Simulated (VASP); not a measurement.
Crystal: Ga3BiO4.

```
CELL_PARAMETERS angstrom
4.89133 0.00000 0.00000
0.00000 4.89133 0.00000
0.00000 0.00000 4.89133
ATOMIC_POSITIONS crystal
Ga 0.00000 0.50000 0.50000
Ga 0.50000 0.50000 0.00000
Ga 0.50000 0.00000 0.50000
Bi 0.00000 0.00000 0.00000
O 0.50000 0.00000 0.00000
O 0.50000 0.50000 0.50000
O 0.00000 0.00000 0.50000
O 0.00000 0.50000 0.00000
```

The cell was built by a generator and needn't be a form met in nature.

```yaml
Program: VASP 6.6.1
Task: relaxation of cell and atoms
Functional: PBE
Potentials_or_basis: VASP PAW PBE potentials, release 64 (Ga_d, Bi_d, O)
Cutoff: 520 eV
k_mesh: 3 × 3 × 3
Occupations: gaussian, width 0.15 eV
Spin: no spin polarisation
```

At the start: pressure -3.0 GPa; volume 14.63 Å³/atom.

How do energy, volume and symmetry change on relaxing?

Over 3 steps the energy falls by 4.1 meV/atom and the volume is 14.20 Å³/atom (-2.9 %); space group Pm-3m (No. 221, to 0.05 Å).

Step by step:
```csv
step,energy change (eV),largest force (eV/Å),pressure (GPa),volume (Å³)
1,0.0000,0.0000,-2.99,117.03
2,-0.0281,0.0000,0.98,112.47
3,-0.0324,0.0000,0.11,113.61
```

Final structure:
```yaml
crystal:
  lattice:
    - [4.84329, 0.00000, 0.00000]
    - [0.00000, 4.84329, 0.00000]
    - [0.00000, 0.00000, 4.84329]
  atoms:
    - { symbol: Ga, position: [0.00000, 0.50000, 0.50000] }
    - { symbol: Ga, position: [0.50000, 0.50000, 0.00000] }
    - { symbol: Ga, position: [0.50000, 0.00000, 0.50000] }
    - { symbol: Bi, position: [0.00000, 0.00000, 0.00000] }
    - { symbol: O, position: [0.50000, 0.00000, 0.00000] }
    - { symbol: O, position: [0.50000, 0.50000, 0.50000] }
    - { symbol: O, position: [0.00000, 0.00000, 0.50000] }
    - { symbol: O, position: [0.00000, 0.50000, 0.00000] }
```

Caveat: the k mesh is coarse (spacing up to 0.43 Å⁻¹), so the values aren't converged; the relaxation stopped at a loose force limit of 0.08 eV/Å, so its end isn't a converged minimum.
